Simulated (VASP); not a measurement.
Consider the following.

```xyz
3
Lattice="3.2722 0.0000 0.0000 -1.6361 2.8338 0.0000 0.0000 0.0000 16.7372" Properties=species:S:1:pos:R:3 pbc="T T T"
W      0.0000     0.0000     0.0000
Se     0.0000     1.8892     1.6751
Se     0.0000     1.8892    15.0621
```

These are PBEsol GGA, VASP's PBE PAW potentials (set 64) (plane waves; VASP 6.6.1) values and carry that method's errors. Settings: 400 eV cut-off, 14×14×3 Γ-centred mesh, Gaussian smearing of 0.010 eV, potentials W_sv Se.

The cell holds a wide vacuum, so values per volume refer to the whole cell.

**Question.** What does the run give for the energy per atom (σ→0)?

**Answer.** 
```
Property                       Result
---------------------  --------------
energy per atom (σ→0)  -7.745 eV/atom
```

Total energies compare only between runs with the same potentials, cut-off and functional.

The cell is a sheet with vacuum, built from a database entry that may be metastable or hypothetical.
